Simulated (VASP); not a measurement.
Consider the following.

```xyz
2
Lattice="3.6378 0.0000 0.0000 0.0000 3.6378 0.0000 0.0000 0.0000 3.6378" Properties=species:S:1:pos:R:3 pbc="T T T"
Mg     0.0000     0.0000     0.0000
Tl     1.8189     1.8189     1.8189
```

Method: PBEsol GGA, VASP's PBE PAW potentials (set 64) (plane waves; VASP). Settings: 300 eV cut-off, 7×7×7 Γ-centred mesh, Gaussian smearing of 0.27 eV, potentials Mg Tl_d.

At this cut-off the stress carries a Pulay error, which pulls relaxed volumes low. Energy and stress use the plane-wave basis of the starting cell.

Task: The ions, cell shape and volume are relaxed. Give the cell that the relaxation ends in.

Result: 
```xyz
2
Lattice="3.5926 0.0000 0.0000 0.0000 3.5926 0.0000 0.0000 0.0000 3.5926" Properties=species:S:1:pos:R:3 pbc="T T T"
Mg     0.0000     0.0000     0.0000
Tl     1.7963     1.7963     1.7963
```
Space group Pm-3m (221), at a tolerance of 0.03 Å.

Task: How do energy and volume change from the first to the last step?

Result: The energy (σ→0) changes by -5.4 meV/atom and the volume by -3.7 %, in 3 ionic steps.

| step | E(σ→0) (eV) | max force (eV/Å) | pressure (GPa) | volume (Å³) |
|---|---|---|---|---|
| 1 | -4.5247 | 0.000 | -1.39 | 48.14 |
| 2 | -4.5348 | 0.000 | -0.28 | 46.70 |
| 3 | -4.5355 | 0.000 | 0.04 | 46.37 |

The structure comes from a computed database's MgTl entry (Pm-3m); how it stands against other phases isn't given here. This run relaxes it. Symmetry was kept, so distortions that lower it aren't found. The run is one of a series of settings (EDIFFG = -0.01, IBRION = 2, ISIF = 3, NSW = 50 against the base run), some of them coarse on purpose. The electron count is odd and the run is not spin-polarised, which forces a metal.
